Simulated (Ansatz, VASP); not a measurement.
# Cross-check of Hf (Hafnium) between VASP and Ansatz, part 2 of 2

Aim: how closely do two programs agree when they are given the same cell, functional and k mesh? The cell is taken from a series of runs on this material, whose earlier steps may have relaxed, scaled, displaced or heated it; both programs get it as it stands.

VASP 6.6.1 and Ansatz 0.2.0.

So far: Starting point; VASP: zone-centre phonons, LDA.

## (3) Ansatz: zone-centre phonons, LDA

Level of this step: Ansatz beside VASP: Kohn-Sham DFT, plane waves, LDA (Ansatz).

Ansatz runs on its PAW soft_1 files.

The same cell, functional (in two slightly different forms), mesh and smearing now go to Ansatz, which takes its cutoff from its data sets.

The input, input.yaml:

```yaml
crystal:
  lattice:
    - [3.1206425976, 0.0, 0.0]
    - [-1.5603212988, 2.7025557656, 0.0]
    - [0.0, 0.0, 4.9395488482]
  atoms:
    - { symbol: Hf, position: [0.3333333333, 0.6666666667, 0.25] }
    - { symbol: Hf, position: [0.6666666667, 0.3333333333, 0.75] }
kpoints:
  mp_grid: { grid: [15, 15, 8] }
hamiltonian:
  xc: lda
  pseudopotentials: { kind: paw, azcp: { folder: soft_1 }, xc_functional: pbe }
scf:
  occupations: { method: methfessel_paxton, width: 0.2 }
output:
  eigenvalues: true
phonons:
  method: dfpt
```

On the command line:

```
$ ansatz run input.yaml --threads 8 --pin off --max-ram 16384MiB --backend cpu --events-out ev --progress --plain --runs-dir out
```

Numbers of over 12 decimals in the logs are rounded to 6 here.

Log:

```text
zone centre: on kpoints.mp_grid the ground state, and the responses unless they are solved on pairs of k-points, stand on 320 of the mesh's 1800 k-points, reduced under 4 symmetry operations, with k and −k counted as one. Each operation leaves every solved displacement unchanged or reverses it
Engine: ansatz 0.2.0, aarch64-unknown-linux-gnu
Pseudopotentials: kind: paw
Pseudopotential: Hf, paw, valence charge 26, recommended cutoff 420 eV (normal), soft_1/Hf.paw.azcp
Functional definition: SPW92
  exchange = slater_x
  correlation = pw_c
Crystal: 2 atoms, lattice volume = 41.659 Å³
Basis set: ecut = 420 eV, 809 PW (Γ), exchange–correlation on 48×48×72 points (8 copies of the dense FFT grid, shifted against one another)
Bands: 32, of which v1, the nominal top of the filled ones, is band 26 counted from 1 (25 counted from 0)
Symmetry: 24 space group operations
k-points: 320 of 1800 (irreducible under 4 space group operations, time reversal used)
Non-local potential: Hf, projectors of the file, l = 0: 3, l = 1: 2, l = 2: 2, l = 3: 3
PAW form: soft (Blöchl's): semilocal exchange-correlation on the pseudo side does not see the compensation charge
PAW frozen core: Hf, regenerated for the run's functional, and the local potential with it (the file was generated under x = pbe(κ = 0.804, μ = 0.219515), c = pbe(β = 0.066725))
PAW one-centre angular grid: Hf, 590 points (default); XC on 64 Gauss nodes
Initial density: superposition of atomic densities (chi_scale 0.1, normalization cell)
Initial wavefunctions: pseudopotential atomic-orbital guess
Functional: x = slater, c = lda
SCF iter   1: F=—  HF=-30955.205929 eV  |F-HF|=—  |Δ(HF+E_count)|=         —  Δρ=3.41e-2  dr2=5.67e-1  ethr=3.10e-3  ⟨swp⟩=5.0  Hψ=34575  notcnv=0
preconditioner: auto → Kerker (q_TF=auto, 2.831 Å⁻¹)  [metal: Δε(μ)=0.022 eV  Ē_g=16.983 eV  σ=0.200 eV  W_gap=0.09  n_scr=22 (ndim 8)  ℏωp=39.9 eV  f_vac=0.000  D(μ)=1.31/eV (n_scr^D=8)]
SCF iter   2: F=—  HF=-30955.074854 eV  |F-HF|=—  |Δ(HF+E_count)|=   1.31e-1  S|Δr|=    0.00e0  Δρ=2.12e-2  dr2=2.20e-1  ethr=1.09e-3  ⟨swp⟩=2.4  Hψ=19086  notcnv=0  defer=17
SCF iter   3: F=—  HF=-30955.022869 eV  |F-HF|=—  |Δ(HF+E_count)|=   5.20e-2  S|Δr|=    0.00e0  Δρ=8.30e-3  dr2=3.29e-2  ethr=4.23e-4  ⟨swp⟩=2.0  Hψ=15979  notcnv=0  defer=35
SCF iter   4: F=—  HF=-30954.984031 eV  |F-HF|=—  |Δ(HF+E_count)|=   3.88e-2  S|Δr|=    0.00e0  Δρ=3.09e-3  dr2=1.95e-3  ethr=6.32e-5  ⟨swp⟩=2.0  Hψ=18483  notcnv=0  defer=37
SCF iter   5: F=—  HF=-30954.984978 eV  |F-HF|=—  |Δ(HF+E_count)|=   9.47e-4  S|Δr|=    0.00e0  Δρ=6.15e-4  dr2=1.44e-4  ethr=3.75e-6  ⟨swp⟩=2.9  Hψ=17969  notcnv=0  defer=35
SCF iter   6: F=—  HF=-30954.985107 eV  |F-HF|=—  |Δ(HF+E_count)|=   1.29e-4  S|Δr|=    0.00e0  Δρ=1.34e-4  dr2=6.28e-6  ethr=2.78e-7  ⟨swp⟩=2.0  Hψ=18547  notcnv=0  defer=35
SCF iter   7: F=—  HF=-30954.985118 eV  |F-HF|=—  |Δ(HF+E_count)|=   1.12e-5  S|Δr|=    0.00e0  Δρ=2.90e-5  dr2=3.78e-7  ethr=1.21e-8  ⟨swp⟩=2.1  Hψ=18525  notcnv=0  defer=35
SCF iter   8: F=—  HF=-30954.985117 eV  |F-HF|=—  |Δ(HF+E_count)|=   5.79e-7  S|Δr|=    0.00e0  Δρ=5.33e-6  dr2=1.27e-8  ethr=7.27e-10  ⟨swp⟩=2.5  Hψ=16580  notcnv=0  defer=147
SCF iter   9: F=—  HF=-30954.985117 eV  |F-HF|=—  |Δ(HF+E_count)|=   4.84e-9  S|Δr|=    0.00e0  Δρ=9.64e-7  dr2=3.12e-10  ethr=2.44e-11  ⟨swp⟩=2.1  Hψ=17249  notcnv=0  defer=147
SCF iter  10: F=—  HF=-30954.985117 eV  |F-HF|=—  |Δ(HF+E_count)|=  7.28e-12  S|Δr|=    0.00e0  Δρ=2.22e-7  dr2=1.46e-11  ethr=1.00e-12  ⟨swp⟩=2.1  Hψ=14699  notcnv=0  defer=147
SCF iter  11: F=-30954.985117 eV  HF=-30954.985117 eV  |F-HF|=3.64e-12  |Δ(HF+E_count)|=  3.64e-12  S|Δr|=    0.00e0  Δρ=5.49e-8  dr2=5.80e-13  ethr=1.00e-12  ⟨swp⟩=9.5  Hψ=56983  notcnv=0
the search or the solves at the SCF's close seem to have found levels that the self-consistency loop had missed (the run counts 4). By its estimate they hold under 1e-12 electrons; where the run keeps them, the occupations were computed again with them
SCF 1 converged in 11 iterations: F = -30954.985117 eV  dr2 = 5.80e-13
  greatest PAW one-centre occupation: 0.998 electrons in one spin orbital (limit 2), on the Hf atom at site 1 (counted from 0), in its partial waves of l = 3
DFPT response loops at Γ: preconditioner auto → Kerker (q_TF=auto, 2.831 Å⁻¹) (partly filled bands, converged f_vac=0.000); β = 1.00, the filter's whole step (`scf.mixing.beta` (0.50) is not read by the response loops under this deck's `scf.mixing.preconditioner`; to damp them name `kerker` or `kerker_dos`, under which they read `scf.mixing.beta`, and type it under 1.00, their step now; both keys bind the ground state too); Broyden in place of MSR1
SCF converged after 11 iterations
Stability not checked: this state was not tested for a lower state beside it, because cold or Methfessel-Paxton smearing, or corrected tetrahedra, fill the levels in a way that the test cannot read (fill_not_monotonic; see scf.lower_state_search)
Free energy (F): -30954.985117 eV
Harris-Foulkes:  -30954.985117 eV  (|F-HF|=3.64e-12)
Internal energy: -30954.988464 eV  (E = F + TS)
E sigma→0 (E₀):  -30954.985954 eV
Entropy (-TS):   0.003347 eV (1.674 meV/atom)
Fermi energy:    19.316435 eV
--- Per-component energies (eV) ---
  E_band       = 46.369438
  E_kinetic    = 824.974246
  E_local      = -12269.229496  (includes V_loc(G=0)·N_el)
  E_nonlocal   = 142.828279
  E_hartree    = 5996.526216
  E_xc         = -530.967487
  E_vxc        = -512.674679  (∫ρ·V_xc dr)
  E_paw        = -14907.607968  (= ΣΔE_a)
  E_vpaw       = -132.581554  (= ΣTr[D̂ρ^β])
  E_aug_tail   = 0.000227  (compensation charges beyond the density's cutoff)
  E_ewald      = -10216.426659
  E_core_change = 4.914176  (= ΣΔE_core)
  E_smearing   = 0.003347  (= −TS)
  E_closure    = -0.000000  (closes the sum)
  Σ components = -30954.985117   (vs F -30954.985117, Δ=0.00e0)
--- Band table (eV; the first three rows and the last of 320) ---
  k-point 0: bands = [... 22 lower, 11.7068, 15.3485, 20.3323, 20.4144, 20.4144, 20.7153, 21.3060, 21.3060, ... 2 higher]
  k-point 1: bands = [... 22 lower, 11.8643, 15.2967, 20.0721, 20.3237, 20.3237, 20.5832, 21.1759, 21.1759, ... 2 higher]
  k-point 2: bands = [... 22 lower, 12.3173, 15.0762, 19.5752, 20.1940, 20.1940, 20.2323, 20.8714, 20.8714, ... 2 higher]
  k-point 319: bands = [... 22 lower, 16.2793, 16.2793, 18.4871, 18.4871, 19.2817, 19.2817, 21.5564, 21.5564, ... 2 higher]
--- Phonons (Γ-DFPT): 2 representative perturbations + reference, on 320 of 1800 k-points (Σ response iterations 6) ---
  k mesh reduced under 4 symmetry operations, with k and −k counted as one. Each operation leaves every solved displacement unchanged or reverses it
  ASR residual: 3.544e-5 → 0.000e0 eV/Å²; symmetrization residual: 2.786e-12 eV/Å²
  ASR residual per site (eV/Å²): 3.54e-5 3.54e-5
  Γ frequencies (cm⁻¹): 0.00 0.00 0.00 72.94 72.94 112.99
  non-analytic LO–TO correction: not included (Born effective charges unavailable; polar crystals: no LO–TO splitting at Γ)
```

## (4) Side by side

Known differences besides the potentials themselves: the two LDA forms differ slightly; the data sets hold 52 valence electrons in Ansatz (on its PAW soft_1 files) and 20 in VASP; the cutoff is 420 eV in Ansatz and 500 eV in VASP; VASP's log shows a relativistic correction to its local exchange, Ansatz's none. Total energies have different zeros and are not compared.

Both answers:

```
                  quantity  Ansatz   VASP  difference
optical mode 1 to 2 (cm⁻¹)    72.9   71.9     +1.49 %
     optical mode 3 (cm⁻¹)   113.0  112.9     +0.10 %
```

Modes are paired by rising frequency, not by their patterns, so a pair may set unlike modes beside each other; they are those without the splitting of longitudinal modes.

## (5) Outcome

```yaml
r_m_s_difference_of_the_optical_zone_centre_modes_each_program_s_sorted_by_frequency_zone_centre_phonons_lda: 0.88 cm⁻¹
difference_in_optical_mode_1_to_2_zone_centre_phonons_lda: +1.5 %
```

In words: The r.m.s. difference of the optical zone-centre modes, each program's sorted by frequency is 0.88 cm⁻¹ (zone-centre phonons, LDA). The data sets hold unlike numbers of valence electrons (52 in Ansatz and 20 in VASP), so part of the differences comes from the potentials. Among the rows given in per cent, the largest difference of the zone-centre phonons, LDA pair is in optical mode 1 to 2, +1.5 %. How closely two codes agree says nothing of how well the functional describes the real material.

[Lines on the potential files, build, host, timing and source positions are cut from VASP's logs without a mark.]

[Logs are printed without paths, hosts, clocks, repeated set-up lines and the standing remarks that a program may print on its own settings, such as how far it seeks lower states.]

[Hosts, paths, dates, database ids (printed as entryN), source tags and the programs' standing remarks are cut or masked in the printed files.]
